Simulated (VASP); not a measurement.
These are vdW-DF2, VASP's PBE PAW potentials (set 64) (plane waves; VASP 6.6.1) values and carry that method's errors.

A VASP calculation is set up with these files.

INCAR:
```
SIGMA = 0.05   ! width (eV)
LASPH = .TRUE.   ! aspherical one-centre terms
ALGO = Normal
LWAVE = .FALSE.
ISMEAR = 0   ! Gaussian
ENCUT = 520   ! plane-wave cut-off (eV)
GGA = ML
EDIFF = 1E-7   ! SCF stop (eV)
LREAL = .FALSE.   ! projection in real space or not
PREC = Accurate
NELM = 100   ! most electronic steps
ZAB_VDW = -1.8867
LMAXMIX = 4   ! l cut-off of mixed one-centre charges
ISIF = 2   ! forces and stress, cell fixed
LCHARG = .FALSE.
SYSTEM = PbTe
LUSE_VDW = .TRUE.
AGGAC = 0.0
```

**KPOINTS**
```
Automatic mesh
0
Gamma
7 7 7
0 0 0
```

### POSCAR
```
PbTe
1.0
  0.0000000000   3.3954635749   3.3954635749
  3.3954635749   0.0000000000   3.3954635749
  3.3954635749   3.3954635749   0.0000000000
Te Pb
1 1
Direct
  0.5000000000   0.5000000000   0.5000000000
  0.0000000000   0.0000000000   0.0000000000
```

POTCAR, in this order: Te Pb_d (PBE.64 set). Program: vasp_std.

Output

### OSZICAR
```
       N       E                     dE             d eps       ncg     rms          rms(c)
DAV:   1     0.160153250220E+03    0.16015E+03   -0.89865E+03   560   0.133E+03
DAV:   2     0.985264941552E+01   -0.15030E+03   -0.14783E+03   590   0.333E+02
DAV:   3    -0.198858711636E+01   -0.11841E+02   -0.11803E+02   710   0.100E+02
DAV:   4    -0.235261285032E+01   -0.36403E+00   -0.36367E+00   664   0.212E+01
DAV:   5    -0.236518336479E+01   -0.12571E-01   -0.12570E-01   792   0.348E+00    0.258E+00
DAV:   6    -0.207235158579E+01    0.29283E+00   -0.87132E-01   668   0.652E+00    0.145E+00
DAV:   7    -0.207151144905E+01    0.84014E-03   -0.12052E-01   626   0.191E+00    0.830E-01
DAV:   8    -0.207365697761E+01   -0.21455E-02   -0.10624E-02   590   0.108E+00    0.154E-01
DAV:   9    -0.207363044557E+01    0.26532E-04   -0.25435E-03   724   0.394E-01    0.576E-02
DAV:  10    -0.207368323135E+01   -0.52786E-04   -0.25352E-04   578   0.125E-01    0.288E-02
DAV:  11    -0.207370821205E+01   -0.24981E-04   -0.57687E-05   572   0.737E-02    0.535E-03
DAV:  12    -0.207370901094E+01   -0.79889E-06   -0.19528E-06   880   0.172E-02    0.390E-03
DAV:  13    -0.207370872149E+01    0.28945E-06   -0.50127E-07   590   0.693E-03    0.242E-03
DAV:  14    -0.207370877899E+01   -0.57494E-07   -0.25057E-08   304   0.122E-03
   1 F= -.20737088E+01 E0= -.20737088E+01  d E =-.938510E-13
```

File OUTCAR:
```
------------------------ aborting loop because EDIFF is reached ----------------------------------------
  FORCE on cell =-STRESS in cart. coord.  units (eV):
  Direction    XX          YY          ZZ          XY          YZ          ZX
  --------------------------------------------------------------------------------------
  Total       -0.0040461     -0.0040461     -0.0040461      0.0000000      0.0000000     -0.0000000
  in kB       -0.0827979     -0.0827979     -0.0827979      0.0000000      0.0000000     -0.0000000
  external PRESSURE =      -0.0827979 kB  Pullay stress =       0.0000000 kB
  volume of cell :       78.29
      direct lattice vectors                 reciprocal lattice vectors
     0.000000000  3.395463575  3.395463575    -0.147255298  0.147255298  0.147255298
     3.395463575  0.000000000  3.395463575     0.147255298 -0.147255298  0.147255298
     3.395463575  3.395463575  0.000000000     0.147255298  0.147255298 -0.147255298
  FREE ENERGIE OF THE ION-ELECTRON SYSTEM (eV)
  ---------------------------------------------------
  free  energy   TOTEN  =        -2.0737087790 eV

  energy  without entropy=       -2.0737087790  energy(sigma->0) =       -2.07370878
```
(Selected blocks of OUTCAR.)

The compound is PbTe in the rock salt structure. It was relaxed first, which changed the volume by +16 %.
